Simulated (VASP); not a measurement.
Level of theory: PBE GGA, VASP's PBE PAW potentials (set 64) (plane waves; VASP).

VASP ran on this input.

**INCAR**
```
SYSTEM = WSi
ISMEAR = 1   ! Methfessel-Paxton
IBRION = 2   ! conjugate gradients
ISIF = 3   ! ions, shape and volume
ALGO = Normal   ! blocked Davidson
PREC = Accurate
GGA = PE
NELM = 100
SIGMA = 0.1
NSW = 60
EDIFF = 1E-6   ! SCF stop (eV)
LCHARG = F
EDIFFG = -0.01
LMAXMIX = 6
LASPH = T
LWAVE = F
LREAL = F
ENCUT = 400   ! plane-wave cut-off (eV)
```

File KPOINTS:
```
kpoints
0
Gamma
 11 11 11
```

File POSCAR:
```
WSi
1
    3.0608692687     0.0000000000     0.0000000000
    0.0000000000     3.0608692687     0.0000000000
    0.0000000000     0.0000000000     3.0608692687
W Si
1 1
Direct
  0.0000000000   0.0000000000   0.0000000000
  0.5000000000   0.5000000000   0.5000000000
```

POTCAR, in this order: W_sv Si (PBE.64 set). Program: vasp_std.

What VASP printed:

### OUTCAR
```
 ion  position               nearest neighbor table
   1  0.000  0.000  0.000-   2 2.65   2 2.65   2 2.65   2 2.65   2 2.65   2 2.65   2 2.65   2 2.65
  LATTYP: Found a simple cubic cell.
 ALAT       =     3.0608692687
 Subroutine PRICEL returns:
 Original cell was already a primitive cell.
 Subroutine GETGRP returns: Found 48 space group operations
The static configuration has the point symmetry O_h .
The dynamic configuration has the point symmetry O_h .
 Subroutine INISYM returns: Found 48 space group operations
 Subroutine IBZKPT returns following result:
 Found     56 irreducible k-points:

 Following reciprocal coordinates:
            Coordinates               Weight
  0.000000  0.000000  0.000000      1.000000
  0.090909  0.000000  0.000000      6.000000
  0.181818  0.000000  0.000000      6.000000
  0.272727  0.000000  0.000000      6.000000
  0.363636  0.000000  0.000000      6.000000
  0.454545  0.000000  0.000000      6.000000
  0.090909  0.090909  0.000000     12.000000
  0.181818  0.090909  0.000000     24.000000
  0.272727  0.090909  0.000000     24.000000
  0.363636  0.090909  0.000000     24.000000
...
```

File OSZICAR:
```
       N       E                     dE             d eps       ncg     rms          rms(c)
DAV:   1     0.880805907254E+02    0.88081E+02   -0.81638E+03  1456   0.121E+03
DAV:   2    -0.165720534457E+02   -0.10465E+03   -0.10215E+03  1631   0.310E+02
DAV:   3    -0.190947395953E+02   -0.25227E+01   -0.24768E+01  1847   0.445E+01
DAV:   4    -0.191141430078E+02   -0.19403E-01   -0.19396E-01  1576   0.432E+00
DAV:   5    -0.191143817859E+02   -0.23878E-03   -0.23876E-03  1831   0.484E-01    0.217E+01
DAV:   6    -0.181678098307E+02    0.94657E+00   -0.39649E+00  1676   0.168E+01    0.659E+00
DAV:   7    -0.181220788709E+02    0.45731E-01   -0.85945E-02  1596   0.222E+00    0.354E+00
DAV:   8    -0.181053103496E+02    0.16769E-01   -0.22253E-02  1726   0.125E+00    0.234E-01
DAV:   9    -0.181052224740E+02    0.87876E-04   -0.26874E-04  1656   0.168E-01    0.142E-01
DAV:  10    -0.181051931322E+02    0.29342E-04   -0.12228E-04  1651   0.143E-01    0.142E-02
DAV:  11    -0.181051869729E+02    0.61593E-05   -0.12127E-05  1701   0.405E-02    0.924E-03
DAV:  12    -0.181051864698E+02    0.50308E-06   -0.99880E-07   958   0.643E-03
   1 F= -.18105186E+02 E0= -.18103986E+02  d E =-.181052E+02
       N       E                     dE             d eps       ncg     rms          rms(c)
DAV:   1    -0.181172716319E+02   -0.12085E-01   -0.26613E-01  1571   0.706E+00    0.134E+00
DAV:   2    -0.181061834090E+02    0.11088E-01   -0.47360E-02  1556   0.215E+00    0.214E-01
DAV:   3    -0.181050504240E+02    0.11330E-02   -0.18854E-03  1536   0.310E-01    0.115E-01
DAV:   4    -0.181047295900E+02    0.32083E-03   -0.79764E-04  1621   0.287E-01    0.927E-02
DAV:   5    -0.181047419912E+02   -0.12401E-04   -0.42891E-05  1729   0.698E-02    0.375E-02
DAV:   6    -0.181047401316E+02    0.18596E-05   -0.15424E-05  1586   0.260E-02    0.133E-03
DAV:   7    -0.181047399846E+02    0.14704E-06   -0.23785E-07   783   0.435E-03
   2 F= -.18104740E+02 E0= -.18103638E+02  d E =0.446485E-03
       N       E                     dE             d eps       ncg     rms          rms(c)
DAV:   1    -0.181106621797E+02   -0.59220E-02   -0.11399E-01  1566   0.465E+00    0.864E-01
DAV:   2    -0.181059157740E+02    0.47464E-02   -0.18787E-02  1551   0.137E+00    0.136E-01
DAV:   3    -0.181054855829E+02    0.43019E-03   -0.73000E-04  1536   0.201E-01    0.718E-02
DAV:   4    -0.181053616332E+02    0.12395E-03   -0.28460E-04  1621   0.184E-01    0.643E-02
DAV:   5    -0.181053593257E+02    0.23075E-05   -0.15144E-05  1654   0.430E-02    0.172E-02
DAV:   6    -0.181053587086E+02    0.61710E-06   -0.71689E-07  1023   0.758E-03
   3 F= -.18105359E+02 E0= -.18104190E+02  d E =-.172239E-03
```

**OUTCAR**
```
------------------------ aborting loop because EDIFF is reached ----------------------------------------
  FORCE on cell =-STRESS in cart. coord.  units (eV):
  Direction    XX          YY          ZZ          XY          YZ          ZX
  --------------------------------------------------------------------------------------
  Total        0.0028968      0.0028968      0.0028968     -0.0000000      0.0000000     -0.0000000
  in kB        0.1623218      0.1623218      0.1623218     -0.0000000      0.0000000     -0.0000000
  external PRESSURE =       0.1623218 kB  Pullay stress =       0.0000000 kB
  volume of cell :       28.59
      direct lattice vectors                 reciprocal lattice vectors
     3.057868044  0.000000000  0.000000000     0.327025230 -0.000000000  0.000000000
     0.000000000  3.057868044  0.000000000    -0.000000000  0.327025230  0.000000000
    -0.000000000 -0.000000000  3.057868044    -0.000000000 -0.000000000  0.327025230
 POSITION                                       TOTAL-FORCE (eV/Angst)
 -----------------------------------------------------------------------------------
      0.00000      0.00000      0.00000         0.000000      0.000000      0.000000
      1.52893      1.52893      1.52893        -0.000000     -0.000000      0.000000
 -----------------------------------------------------------------------------------
    total drift:                               -0.000000      0.000000      0.000000
  FREE ENERGIE OF THE ION-ELECTRON SYSTEM (eV)
  ---------------------------------------------------
  free  energy   TOTEN  =       -18.1053587086 eV

  energy  without entropy=      -18.1018540754  energy(sigma->0) =      -18.10419050

 reached required accuracy - stopping structural energy minimisation
```
(Selected blocks of OUTCAR.)

File CONTCAR:
```
WSi
   1.00000000000000
     3.0578680437005930    0.0000000000000000    0.0000000000000000
     0.0000000000000000    3.0578680437005930    0.0000000000000000
    -0.0000000000000000   -0.0000000000000000    3.0578680437005930
  W               Si
     1     1
Direct
     0.0000000000000000    0.0000000000000000    0.0000000000000000
     0.5000000000000000    0.5000000000000000    0.5000000000000000
```

File OUTCAR:
```
 val. band max:       11.2356609616   @ k =   0.3636   0.2727   0.1818

 cond. band min:      11.2446727341   @ k =   0.4545   0.3636   0.0909


 Fermi energy:        11.2406632884

 k-point     1 :       0.0000    0.0000    0.0000
  band No.  band energies     occupation
      1     -62.4379      2.00000
      2     -26.5502      2.00000
      3     -26.5502      2.00000
      4     -26.5502      2.00000
      5      -1.3511      2.00000
      6       7.5718      2.00000
      7       7.5718      2.00000
      8      13.0397     -0.00000
      9      13.0397     -0.00000
     10      13.0397     -0.00000
     11      13.6824      0.00000
     12      13.6824      0.00000
     13      13.6824      0.00000

 k-point     2 :       0.0909    0.0000    0.0000
  band No.  band energies     occupation
      1     -62.4367      2.00000
      2     -26.5783      2.00000
      3     -26.5477      2.00000
      4     -26.5477      2.00000
      5      -1.1882      2.00000
      6       7.5371      2.00000
      7       7.6489      2.00000
      8      12.1717     -0.00000
      9      12.1717     -0.00000
     10      13.0789     -0.00000
     11      13.2682      0.00000
     12      14.6312      0.00000
     13      14.6312      0.00000

 k-point     3 :       0.1818    0.0000    0.0000
  band No.  band energies     occupation
      1     -62.4336      2.00000
      2     -26.6531      2.00000
      3     -26.5411      2.00000
      4     -26.5411      2.00000
      5      -0.7118      2.00000
      6       7.2311      2.00000
      7       7.8678      2.00000
      8      11.1849      1.80028
      9      11.1849      1.80028
     10      12.7648     -0.00000
     11      13.1866     -0.00000
     12      15.8762      0.00000
     13      15.8762      0.00000

 k-point     4 :       0.2727    0.0000    0.0000
  band No.  band energies     occupation
      1     -62.4295      2.00000
      2     -26.7496      2.00000
      3     -26.5323      2.00000
...
```

Unless said otherwise, spin-orbit coupling is left out, though it shifts the bands of the heavy elements here.

The structure was generated: WSi was put into the CsCl type type (Pm-3m), which need not be its known phase. This run relaxes it. Symmetry was kept, so distortions that lower it aren't found. The start is the result of an earlier pass.
